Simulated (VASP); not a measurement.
Output of a VASP run:

File OSZICAR:
```
...
DAV:   3    -0.821141064704E+01    0.44688E-03   -0.51505E-04  7681   0.611E-01    0.494E-02
DAV:   4    -0.821138390713E+01    0.26740E-04   -0.24087E-04  6167   0.553E-01    0.292E-02
DAV:   5    -0.821137757727E+01    0.63299E-05   -0.34868E-05  6925   0.208E-01    0.114E-02
DAV:   6    -0.821137752696E+01    0.50313E-07   -0.13415E-06  3768   0.150E-02
   6 F= -.49735502E+01 E0= -.49732994E+01  d E =-.531904E-03
       N       E                     dE             d eps       ncg     rms          rms(c)
DAV:   1    -0.821962438541E+01   -0.82468E-02   -0.53891E-01  5649   0.697E+00    0.678E-01
DAV:   2    -0.821237070192E+01    0.72537E-02   -0.74976E-03  7377   0.170E+00    0.379E-01
DAV:   3    -0.820930028284E+01    0.30704E-02   -0.32600E-03  7752   0.146E+00    0.117E-01
DAV:   4    -0.820916676674E+01    0.13352E-03   -0.14046E-03  6164   0.133E+00    0.783E-02
DAV:   5    -0.820912118634E+01    0.45580E-04   -0.24298E-04  6720   0.555E-01    0.300E-02
DAV:   6    -0.820912106607E+01    0.12027E-06   -0.11255E-05  6739   0.375E-02    0.384E-03
DAV:   7    -0.820912096992E+01    0.96152E-07   -0.37855E-07  2856   0.186E-02
   7 F= -.49742182E+01 E0= -.49739053E+01  d E =-.119982E-02
       N       E                     dE             d eps       ncg     rms          rms(c)
DAV:   1    -0.820891842519E+01    0.20264E-03   -0.16394E-02  5649   0.122E+00    0.118E-01
DAV:   2    -0.820869699894E+01    0.22143E-03   -0.22468E-04  7391   0.287E-01    0.660E-02
DAV:   3    -0.820860348168E+01    0.93517E-04   -0.93458E-05  7648   0.239E-01    0.185E-02
DAV:   4    -0.820860031237E+01    0.31693E-05   -0.36672E-05  6172   0.212E-01    0.137E-02
DAV:   5    -0.820859895386E+01    0.13585E-05   -0.73435E-06  5724   0.979E-02    0.517E-03
DAV:   6    -0.820859893865E+01    0.15209E-07   -0.29568E-07  2695   0.665E-03
   8 F= -.49742343E+01 E0= -.49739210E+01  d E =-.121597E-02
       N       E                     dE             d eps       ncg     rms          rms(c)
DAV:   1    -0.822921960581E+01   -0.20621E-01   -0.10539E-01  5203   0.713E+00    0.632E-01
DAV:   2    -0.822518834828E+01    0.40313E-02   -0.46694E-02  5104   0.729E+00    0.347E-01
DAV:   3    -0.822305272357E+01    0.21356E-02   -0.20068E-02  5465   0.521E+00    0.250E-01
DAV:   4    -0.822272536059E+01    0.32736E-03   -0.94346E-04  7039   0.102E+00    0.128E-01
DAV:   5    -0.822265222072E+01    0.73140E-04   -0.27199E-04  7455   0.543E-01    0.247E-02
DAV:   6    -0.822264832883E+01    0.38919E-05   -0.35572E-05  7719   0.151E-01    0.294E-03
DAV:   7    -0.822264847337E+01   -0.14454E-06   -0.53660E-07  2758   0.124E-02
   9 F= -.49739737E+01 E0= -.49736601E+01  d E =0.260584E-03
       N       E                     dE             d eps       ncg     rms          rms(c)
DAV:   1    -0.821567574164E+01    0.69726E-02   -0.68090E-02  5187   0.572E+00    0.516E-01
DAV:   2    -0.821315833137E+01    0.25174E-02   -0.31723E-02  5104   0.596E+00    0.287E-01
DAV:   3    -0.821163566658E+01    0.15227E-02   -0.13012E-02  5486   0.439E+00    0.191E-01
DAV:   4    -0.821145037061E+01    0.18530E-03   -0.59282E-04  7303   0.765E-01    0.992E-02
DAV:   5    -0.821140969598E+01    0.40675E-04   -0.15236E-04  7536   0.394E-01    0.172E-02
DAV:   6    -0.821140715003E+01    0.25459E-05   -0.19888E-05  7677   0.104E-01    0.233E-03
DAV:   7    -0.821140716856E+01   -0.18527E-07   -0.28954E-07  2695   0.689E-03
  10 F= -.49742527E+01 E0= -.49739391E+01  d E =-.183928E-04
```

File OUTCAR:
```
------------------------ aborting loop because EDIFF is reached ----------------------------------------
  FORCE on cell =-STRESS in cart. coord.  units (eV):
  Direction    XX          YY          ZZ          XY          YZ          ZX
  --------------------------------------------------------------------------------------
  Total        3.2343879      3.2343879      3.2314310      0.0000000      0.0000000     -0.0000000
  in kB      199.8290734    199.8290734    199.6463922      0.0000000      0.0000000     -0.0000000
  external PRESSURE =      -0.2318203 kB  Pullay stress =     200.0000000 kB
  volume of cell :       25.93
      direct lattice vectors                 reciprocal lattice vectors
     2.718204776  0.000000000 -0.000000000     0.367889869  0.000000000  0.000000000
     0.000000000  2.718204776  0.000000000     0.000000000  0.367889869  0.000000000
    -0.000000000 -0.000000000  3.509778154     0.000000000  0.000000000  0.284918293
 POSITION                                       TOTAL-FORCE (eV/Angst)
 -----------------------------------------------------------------------------------
      2.71820      2.71820      3.50978        -0.000000     -0.000000      0.000000
      1.35910      1.35910      1.75489         0.000000      0.000000      0.000000
 -----------------------------------------------------------------------------------
    total drift:                               -0.000000      0.000000      0.000000
  FREE ENERGIE OF THE ION-ELECTRON SYSTEM (eV)
  ---------------------------------------------------
  free  energy   TOTEN  =        -8.2114071686 eV

  energy  without entropy=       -8.2104664086  energy(sigma->0) =       -8.21109358
  enthalpy is  TOTEN    =        -4.9742527098 eV   P V=        3.2371544588

 reached required accuracy - stopping structural energy minimisation
```
(Selected blocks of OUTCAR.)

File POSCAR:
```
CuAu
1
    2.7387443835     0.0000000000     0.0000000000
    0.0000000000     2.7387443835    -0.0000000000
    0.0000000000    -0.0000000000     3.6026485639
Cu Au
1 1
Direct
  0.0000000000   0.0000000000   0.0000000000
  0.5000000000   0.5000000000   0.5000000000
```

Q: Write an INCAR and KPOINTS that could have produced this output.

A: One answer among several that fit: the input of the run itself, PBEsol GGA, plane waves, VASP's PBE PAW potentials (set 64).

### INCAR
```
NELM = 100
PSTRESS = 200   ! kbar
ISIF = 3   ! ions, shape and volume
LMAXMIX = 6
LWAVE = .FALSE.
ISMEAR = 1   ! Methfessel-Paxton
GGA = PS
LASPH = .TRUE.
SIGMA = 0.1   ! width (eV)
EDIFF = 1E-6   ! SCF stop (eV)
ALGO = Normal   ! blocked Davidson
ENCUT = 500   ! plane-wave cut-off (eV)
NSW = 40   ! most ionic steps
LCHARG = .FALSE.
PREC = Accurate
EDIFFG = -0.02   ! ionic stop
LREAL = .FALSE.   ! projection in real space or not
IBRION = 2   ! conjugate gradients
SYSTEM = CuAu
```

### KPOINTS
```
Automatic mesh
0
Gamma
13 13 10
0 0 0
```

POTCAR, in this order: Cu Au (PBE.64 set). Program: vasp_std.

Energy and stress use the plane-wave basis of the starting cell.

The compound is CuAu in the L1_0 structure. This run relaxes it under an external pressure of 20 GPa. Symmetry was kept, so distortions that lower it aren't found.
